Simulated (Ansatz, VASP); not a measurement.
## One calculation of InAsF6, two programs

Contents of INCAR:

```
ALGO = Normal
EDIFF = 1E-7
ENCUT = 520
GGA = PE
ISIF = 2
ISMEAR = 0
LASPH = T
LCHARG = F
LREAL = F
LWAVE = F
NBANDS = 40
NELM = 80
PREC = Accurate
SIGMA = 0.01
```

The input KPOINTS:

```
k-points
0
Gamma
  4 4 4
```

File POSCAR:

```
InAsF6
1.0
    3.8193378900      2.2050957600      2.6199350800
   -3.8193378900      2.2050957600      2.6199350800
    0.0000000000     -4.4101915200      2.6199350800
In As F
1 1 6
Direct
    0.0000000000      0.0000000000      0.0000000000
    0.5000000000      0.5000000000      0.5000000000
    0.2971920000      0.5822730000      0.2243380000
    0.5822730000      0.2243380000      0.2971920000
    0.7756620000      0.7028080000      0.4177270000
    0.4177270000      0.7756620000      0.7028080000
    0.7028080000      0.4177270000      0.7756620000
    0.2243380000      0.2971920000      0.5822730000
```

Input for Ansatz:

```yaml
crystal:
  lattice:
    - [3.81933789, 2.20509576, 2.61993508]
    - [-3.81933789, 2.20509576, 2.61993508]
    - [0.0, -4.41019152, 2.61993508]
  atoms:
    - { symbol: In, position: [0.0, 0.0, 0.0] }
    - { symbol: As, position: [0.5, 0.5, 0.5] }
    - { symbol: F, position: [0.29719200000000007, 0.582273, 0.22433800000000007] }
    - { symbol: F, position: [0.582273, 0.22433799999999998, 0.297192] }
    - { symbol: F, position: [0.775662, 0.702808, 0.41772699999999996] }
    - { symbol: F, position: [0.417727, 0.775662, 0.7028079999999999] }
    - { symbol: F, position: [0.702808, 0.41772699999999996, 0.775662] }
    - { symbol: F, position: [0.22433799999999998, 0.29719199999999996, 0.582273] }
kpoints:
  mp_grid:
    grid: [4, 4, 4]
    shift: [0.0, 0.0, 0.0]
  band_path:
    path:
      - [0.0, 0.0, 0.0]
      - [0.5, 0.0, 0.0]
      - [0.5, -0.5, 0.5]
      - [0.40194, -0.59806, 0.40194]
    npoints: 10
hamiltonian:
  xc: pbe
  pseudopotentials:
    kind: paw
scf:
  n_extra_bands: 6
  occupations:
    method: fixed
output:
  write_density: true
  eigenvalues: true
```

The cell comes from a database or a generator and needn't be the stable form of this composition.

Alike in both runs: task single point; functional PBE; k mesh 4 × 4 × 4; no spin polarisation.

|  | VASP | Ansatz |
| --- | --- | --- |
| version | VASP 6.6.1 | Ansatz 0.2.0 |
| potentials or method | VASP PAW PBE potentials, release 64 (In_d, As, F) | plane waves, PAW |
| plane-wave cutoff (eV) | 520 | 420 |
| occupations | gaussian, width 0.01 eV | fixed |
| valence electrons in the cell | 60 | 70 |

Ansatz gave:

| Quantity | Value |
| --- | --- |
| gap on the k mesh at the Fermi level (eV) | 3.42 |

Estimate VASP's values.

gap on the k mesh at the Fermi level (eV): 3.37.

The two sets of potentials don't hold the same shells in valence.

Caveats: spin-orbit coupling is left out, which moves the levels of the heavy elements. Expect the measured gap to be larger: semilocal functionals such as PBE lack the derivative discontinuity. A k mesh can miss the band edges.
